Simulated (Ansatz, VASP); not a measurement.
# BiIr: VASP beside Ansatz

```
Ir Bi
1.0
     0.00000    2.81287    2.81287
     2.81287    0.00000    2.81287
     2.81287    2.81287    0.00000
Ir Bi
1 1
Cartesian
  2.8129 2.8129 2.8129
  0.0000 0.0000 0.0000
```

Alike in both runs: task single point; functional LDA; k mesh 10 × 10 × 10; occupations gaussian, width 0.05 eV; no spin polarisation.

|  | VASP | Ansatz |
| --- | --- | --- |
| version | VASP 6.6.1 | Ansatz 0.2.0 |
| potentials or method | VASP PAW LDA potentials, release 64 (Ir, Bi_d) | scalar-relativistic, plane waves, PAW |
| plane-wave cutoff (eV) | 520 | 420 |
| valence electrons in the cell | 24 | 32 |

```tsv
	VASP	Ansatz	Ansatz less VASP
gap on the k mesh at the Fermi level (eV)	none	none	-
pressure (GPa)	-7.7	-8.0	-0.32
```

A gap of «none» marks a metal or a gap that the smearing closes. The two sets of potentials don't hold the same shells in valence.

Caveats: spin-orbit coupling is left out, which moves the levels of the heavy elements.
